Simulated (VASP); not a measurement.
All values below come from PBE GGA, VASP's PBE PAW potentials (set 64) (plane waves; VASP 6.6.1).

VASP input:

POSCAR:
```
SnSe2
1
    1.9227618632    -3.3303216563     0.0000000000
    1.9227618632     3.3303216563    -0.0000000000
    0.0000000000     0.0000000000     6.0872645620
Sn Se
1 2
Direct
  0.0000000000   0.0000000000   0.0000000000
  0.3333330000   0.6666670000   0.2617367324
  0.6666670000   0.3333330000   0.7382632676
```

File KPOINTS:
```
Regular mesh
0
Gamma
6 6 4
0 0 0
```

**INCAR**
```
# general
SYSTEM  = SnSe2
PREC    = Accurate
ENCUT   = 480
LREAL   = F   # projection in real space or not
LASPH   = T

# electronic loop
EDIFF   = 1E-7   # SCF stop (eV)
NELM    = 100
ALGO    = Normal   # blocked Davidson
LMAXMIX = 4   # l cut-off of mixed one-centre charges

# smearing
ISMEAR  = 0   # Gaussian
SIGMA   = 0.05   # width (eV)

# functional
GGA     = PE

# ions
IBRION  = 2   # conjugate gradients
NSW     = 40   # most ionic steps
ISIF    = 3   # ions, shape and volume
EDIFFG  = -0.01
PSTRESS = 20   # kbar

# output
LWAVE   = F
LCHARG  = F
```

POTCAR, in this order: Sn_d Se (PBE.64 set). Program: vasp_std.

Output

### OSZICAR
```
       N       E                     dE             d eps       ncg     rms          rms(c)
DAV:   1     0.190715599402E+03    0.19072E+03   -0.11949E+04   817   0.162E+03
DAV:   2     0.772597957379E+01   -0.18299E+03   -0.17948E+03   897   0.382E+02
DAV:   3    -0.115122211485E+02   -0.19238E+02   -0.18651E+02  1034   0.116E+02
DAV:   4    -0.120544969766E+02   -0.54228E+00   -0.54180E+00   972   0.212E+01
DAV:   5    -0.120671244208E+02   -0.12627E-01   -0.12626E-01  1220   0.332E+00    0.486E+00
DAV:   6    -0.118259871733E+02    0.24114E+00   -0.62394E-01  1233   0.849E+00    0.315E+00
DAV:   7    -0.118114559671E+02    0.14531E-01   -0.14530E-01   990   0.268E+00    0.102E+00
DAV:   8    -0.118117509616E+02   -0.29499E-03   -0.11593E-02  1018   0.107E+00    0.269E-01
DAV:   9    -0.118122617954E+02   -0.51083E-03   -0.14080E-03   918   0.306E-01    0.806E-02
DAV:  10    -0.118122714120E+02   -0.96166E-05   -0.12819E-04  1149   0.855E-02    0.311E-02
DAV:  11    -0.118123026980E+02   -0.31286E-04   -0.53283E-05   879   0.448E-02    0.928E-03
DAV:  12    -0.118123027641E+02   -0.66185E-07   -0.23739E-06  1143   0.135E-02    0.652E-03
DAV:  13    -0.118123033160E+02   -0.55182E-06   -0.20943E-06   883   0.820E-03    0.170E-03
DAV:  14    -0.118123034187E+02   -0.10277E-06   -0.76198E-08   760   0.184E-03    0.463E-04
DAV:  15    -0.118123034281E+02   -0.93892E-08   -0.25739E-08   568   0.116E-03
   1 F= -.10839146E+02 E0= -.10839146E+02  d E =-.108391E+02
```

**OUTCAR**
```
------------------------ aborting loop because EDIFF is reached ----------------------------------------
  FORCE on cell =-STRESS in cart. coord.  units (eV):
  Direction    XX          YY          ZZ          XY          YZ          ZX
  --------------------------------------------------------------------------------------
  Total        0.9943148      0.9943151      0.9488287     -0.0000000      0.0000000      0.0000000
  in kB       20.4348123     20.4348174     19.4999959     -0.0000000      0.0000000      0.0000000
  external PRESSURE =       0.1232085 kB  Pullay stress =      20.0000000 kB
  volume of cell :       77.96
      direct lattice vectors                 reciprocal lattice vectors
     1.922761863 -3.330321656  0.000000000     0.260042603 -0.150135648  0.000000000
     1.922761863  3.330321656  0.000000000     0.260042603  0.150135648  0.000000000
     0.000000000  0.000000000  6.087264562     0.000000000  0.000000000  0.164277401
 POSITION                                       TOTAL-FORCE (eV/Angst)
 -----------------------------------------------------------------------------------
      0.00000      0.00000      0.00000         0.000000     -0.000000      0.000000
      1.92276      1.11011      1.59326        -0.000000      0.000000      0.001821
      1.92276     -1.11011      4.49400         0.000000     -0.000000     -0.001821
 -----------------------------------------------------------------------------------
    total drift:                                0.000000     -0.000000      0.000000
  FREE ENERGIE OF THE ION-ELECTRON SYSTEM (eV)
  ---------------------------------------------------
  free  energy   TOTEN  =       -11.8123034281 eV

  energy  without entropy=      -11.8123034281  energy(sigma->0) =      -11.81230343
  enthalpy is  TOTEN    =       -10.8391456296 eV   P V=        0.9731577986

 reached required accuracy - stopping structural energy minimisation
```
(Selected blocks of OUTCAR.)

Without a dispersion term in the relaxation, distances and binding between the weakly bound layers, chains or molecules are unreliable, and so is what depends on them.

The compound is SnSe2 in the 1T layered structure. It was relaxed first under an external pressure of 2 GPa.
